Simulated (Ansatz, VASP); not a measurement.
# TaN in two plane-wave programs, part 2 of 2

One calculation is typed for both programs; each brings its own data sets. How far apart do they land? The cell is taken from a series of runs on this material, whose earlier steps may have relaxed, scaled, displaced or heated it; both programs get it as it stands.

VASP 6.6.1 and Ansatz 0.2.0.

So far: The starting structure; VASP: zone-centre phonons, LDA.

## Step 3: Ansatz: zone-centre phonons, LDA

Level of this step: Ansatz beside VASP: Kohn-Sham DFT, plane waves, LDA (Ansatz).

Ansatz runs on its PAW soft_1 files.

The same cell, functional (in two slightly different forms), mesh and smearing now go to Ansatz, which takes its cutoff from its data sets.

File input.yaml:

```yaml
crystal:
  lattice:
    - [-0.0388494607, 2.1691814247, 2.1744205809]
    - [2.1691814247, -0.0388494607, 2.1744205809]
    - [2.130331964, 2.130331964, 0.0]
  atoms:
    - { symbol: "N", position: [0.0, 0.0, 0.0] }
    - { symbol: Ta, position: [0.5, 0.5, 0.5] }
kpoints:
  mp_grid: { grid: [16, 16, 16] }
hamiltonian:
  xc: lda
  pseudopotentials: { kind: paw, azcp: { folder: soft_1 }, xc_functional: pbe }
scf:
  occupations: { method: methfessel_paxton, width: 0.2 }
output:
  eigenvalues: true
phonons:
  method: dfpt
```

Started as:

```bash
$ ansatz run input.yaml --threads 4 --pin off --max-ram 10240MiB --backend cpu --events-out ev --progress --plain --runs-dir out
```

Numbers of over 12 decimals in the logs are rounded to 6 here.

Output:

```text
zone centre: on kpoints.mp_grid the ground state, and the responses unless they are solved on pairs of k-points, stand on 1098 of the mesh's 4096 k-points, reduced under 4 symmetry operations, with k and −k counted as one. Each operation leaves every solved displacement unchanged or reverses it
Engine: ansatz 0.2.0, aarch64-unknown-linux-gnu
Pseudopotentials: kind: paw
Pseudopotential: N, paw, valence charge 5, recommended cutoff 420 eV (normal), soft_1/N.paw.azcp
Pseudopotential: Ta, paw, valence charge 13, recommended cutoff 420 eV (normal), soft_1/Ta.paw.azcp
Functional definition: SPW92
  exchange = slater_x
  correlation = pw_c
Crystal: 2 atoms, lattice volume = 20.456 Å³
Basis set: ecut = 420 eV, 403 PW (Γ), exchange–correlation on 48×48×48 points (8 copies of the dense FFT grid, shifted against one another)
Bands: 13, of which v1, the nominal top of the filled ones, is band 9 counted from 1 (8 counted from 0)
Symmetry: 8 space group operations
k-points: 1098 of 4096 (irreducible under 4 space group operations)
Non-local potential: N, projectors of the file, l = 0: 2, l = 1: 2, l = 2: 1
Non-local potential: Ta, projectors of the file, l = 0: 3, l = 1: 2, l = 2: 2, l = 3: 1
PAW form: soft (Blöchl's): semilocal exchange-correlation on the pseudo side does not see the compensation charge
PAW frozen core: N, regenerated for the run's functional, and the local potential with it (the file was generated under x = pbe(κ = 0.804, μ = 0.219515), c = pbe(β = 0.066725))
PAW frozen core: Ta, regenerated for the run's functional, and the local potential with it (the file was generated under x = pbe(κ = 0.804, μ = 0.219515), c = pbe(β = 0.066725))
PAW one-centre angular grid: N, 110 points (default); XC on 64 Gauss nodes
PAW one-centre angular grid: Ta, 590 points (default); XC on 64 Gauss nodes
Initial density: superposition of atomic densities (chi_scale 0.1, normalization cell, long waves kept (reshape's long-wave potential 0.00 eV rms))
Initial wavefunctions: pseudopotential atomic-orbital guess
Functional: x = slater, c = lda
SCF iter   1: F=—  HF=-10059.591016 eV  |F-HF|=—  |Δ(HF+E_count)|=         —  Δρ=5.18e-2  dr2=5.65e-1  ethr=3.10e-3  ⟨swp⟩=5.0  Hψ=152483  notcnv=0
automatic band count: the SCF goes on with 17 bands, as 13 were too few: the levels above may hold too much charge
preconditioner: auto → none  [metal: Δε(μ)=0.006 eV  Ē_g=16.257 eV  σ=0.200 eV  W_gap=0.03  n_scr=8 (ndim 8)  ℏωp=26.0 eV  f_vac=0.000  D(μ)=0.86/eV (n_scr^D=8)  sad-step TF]
SCF iter   2: F=—  HF=-10059.539462 eV  |F-HF|=—  |Δ(HF+E_count)|=   5.16e-2  S|Δr|=    0.00e0  Δρ=3.64e-2  dr2=3.11e-1  ethr=3.10e-3  ⟨swp⟩=1.0  Hψ=27450  notcnv=0  defer=5
SCF iter   3: F=—  HF=-10059.462760 eV  |F-HF|=—  |Δ(HF+E_count)|=   7.67e-2  S|Δr|=    0.00e0  Δρ=2.97e-3  dr2=4.67e-4  ethr=1.73e-3  ⟨swp⟩=2.4  Hψ=24778  notcnv=0  defer=5
SCF iter   4: F=—  HF=-10059.462837 eV  |F-HF|=—  |Δ(HF+E_count)|=   7.71e-5  S|Δr|=    0.00e0  Δρ=6.66e-4  dr2=1.13e-4  ethr=2.60e-6  ⟨swp⟩=2.5  Hψ=34609  notcnv=0  defer=1708
SCF iter   5: F=—  HF=-10059.462809 eV  |F-HF|=—  |Δ(HF+E_count)|=   2.83e-5  S|Δr|=    0.00e0  Δρ=7.53e-5  dr2=1.06e-6  ethr=6.28e-7  ⟨swp⟩=2.6  Hψ=23480  notcnv=0  defer=1708
SCF iter   6: F=—  HF=-10059.462808 eV  |F-HF|=—  |Δ(HF+E_count)|=   9.81e-7  S|Δr|=    0.00e0  Δρ=8.01e-6  dr2=6.01e-9  ethr=5.91e-9  ⟨swp⟩=2.3  Hψ=23013  notcnv=0  defer=1837
SCF iter   7: F=—  HF=-10059.462808 eV  |F-HF|=—  |Δ(HF+E_count)|=  1.18e-10  S|Δr|=    0.00e0  Δρ=1.41e-6  dr2=1.13e-10  ethr=3.34e-11  ⟨swp⟩=2.5  Hψ=26103  notcnv=0  defer=1840
SCF iter   8: F=-10059.462808 eV  HF=-10059.462808 eV  |F-HF|=0.00e0  |Δ(HF+E_count)|=  4.73e-11  S|Δr|=    0.00e0  Δρ=1.61e-7  dr2=2.97e-12  ethr=1.00e-12  ⟨swp⟩=9.5  Hψ=84410  notcnv=0
SCF 1 converged in 8 iterations: F = -10059.462808 eV  dr2 = 2.97e-12
  greatest PAW one-centre occupation: 0.999 electrons in one spin orbital (limit 2), on the Ta atom at site 1 (counted from 0), in its partial waves of l = 0
DFPT response loops at Γ: preconditioner auto → Kerker (q_TF=auto, 2.671 Å⁻¹) (partly filled bands, converged f_vac=0.000); β = 1.00, the filter's whole step (`scf.mixing.beta` (0.50) is not read by the response loops under this deck's `scf.mixing.preconditioner`; to damp them name `kerker` or `kerker_dos`, under which they read `scf.mixing.beta`, and type it under 1.00, their step now; both keys bind the ground state too); Broyden in place of MSR1
SCF converged after 8 iterations
Stability not checked: this state was not tested for a lower state beside it, because cold or Methfessel-Paxton smearing, or corrected tetrahedra, fill the levels in a way that the test cannot read (fill_not_monotonic; see scf.lower_state_search)
Free energy (F): -10059.462808 eV
Harris-Foulkes:  -10059.462808 eV  (|F-HF|=0.00e0)
Internal energy: -10059.461162 eV  (E = F + TS)
E sigma→0 (E₀):  -10059.462397 eV
Entropy (-TS):   -0.001646 eV (-0.823 meV/atom)
Fermi energy:    22.095203 eV
Step filling:    the computed levels leave a gap of 0.0011 eV = 0.0 smearing widths at the electron count; against every level under it full and every level over it empty, smearing changes F+E_penalty+E_count by -0.990 meV and its σ→0 estimate by -0.579 meV
--- Per-component energies (eV) ---
  E_band       = -36.991428
  E_kinetic    = 527.901277
  E_local      = -548.776019  (includes V_loc(G=0)·N_el)
  E_nonlocal   = 30.515195
  E_hartree    = 197.166262
  E_xc         = -379.626281
  E_vxc        = -311.965405  (∫ρ·V_xc dr)
  E_paw        = -8176.919721  (= ΣΔE_a)
  E_vpaw       = -128.999874  (= ΣTr[D̂ρ^β])
  E_aug_tail   = 0.000903  (compensation charges beyond the density's cutoff)
  E_ewald      = -1710.061821
  E_core_change = 0.339041  (= ΣΔE_core)
  E_smearing   = -0.001646  (= −TS)
  E_closure    = -0.000000  (closes the sum)
  Σ components = -10059.462808   (vs F -10059.462808, Δ=0.00e0)
--- Band table (eV; the first three rows and the last of 1098) ---
  k-point 0: bands = [... 5 lower, 18.1251, 18.2039, 18.3346, 19.6050, 19.8295, 20.2007, 22.1359, 22.1802, ... 4 higher]
  k-point 1: bands = [... 5 lower, 17.7431, 17.7757, 17.9067, 19.7812, 20.0094, 20.3681, 22.5644, 22.6082, ... 4 higher]
  k-point 2: bands = [... 5 lower, 16.7500, 16.9698, 17.1453, 20.1782, 20.3959, 20.6616, 23.5852, 23.6386, ... 4 higher]
  k-point 1097: bands = [... 5 lower, 15.4638, 16.3921, 17.3076, 17.6105, 24.3305, 25.8861, 25.8929, 27.1466, ... 4 higher]
--- Phonons (Γ-DFPT): 4 representative perturbations + reference, on 1098 of 4096 k-points (Σ response iterations 12) ---
  k mesh reduced under 4 symmetry operations, with k and −k counted as one. Each operation leaves every solved displacement unchanged or reverses it
  ASR residual: 9.374e-5 → 0.000e0 eV/Å²; symmetrization residual: 4.763e-7 eV/Å²
  ASR residual per site (eV/Å²): 5.52e-5 9.37e-5
  Γ frequencies (cm⁻¹): 0.00 0.00 0.00 416.38 426.92 444.76
  non-analytic LO–TO correction: not included (Born effective charges unavailable; polar crystals: no LO–TO splitting at Γ)
```

## Step 4: Comparison

Known differences besides the potentials themselves: the data sets hold 18 valence electrons in Ansatz (on its PAW soft_1 files) and 16 in VASP; the cutoff is 420 eV in Ansatz and 600 eV in VASP; VASP's log shows a relativistic correction to its local exchange, Ansatz's none. Total energies have different zeros and are not compared.

The two programs side by side:

| quantity | Ansatz | VASP | difference |
| --- | --- | --- | --- |
| optical mode 1 (cm⁻¹) | 416.4 | 418.5 | -0.50 % |
| optical mode 2 (cm⁻¹) | 426.9 | 428.8 | -0.43 % |
| optical mode 3 (cm⁻¹) | 444.8 | 446.6 | -0.41 % |

Modes are paired by rising frequency, not by their patterns, so a pair may set unlike modes beside each other; they are those without the splitting of longitudinal modes.

## Step 5: Results

| Item | Value |
| --- | --- |
| r.m.s. difference of the optical zone-centre modes, each program's sorted by frequency (zone-centre phonons, LDA) | 1.9 cm⁻¹ |

The r.m.s. difference of the optical zone-centre modes, each program's sorted by frequency is 1.9 cm⁻¹ (zone-centre phonons, LDA). The data sets hold unlike numbers of valence electrons (18 in Ansatz and 16 in VASP), so part of the differences comes from the potentials. How closely two codes agree says nothing of how well the functional describes the real material.

[Lines on the potential files, build, host, timing and source positions are cut from VASP's logs without a mark.]

[Logs are printed without paths, hosts, clocks, repeated set-up lines and the standing remarks that a program may print on its own settings, such as how far it seeks lower states.]

[Hosts, paths, dates, database ids (printed as entryN), source tags and the programs' standing remarks are cut or masked in the printed files.]
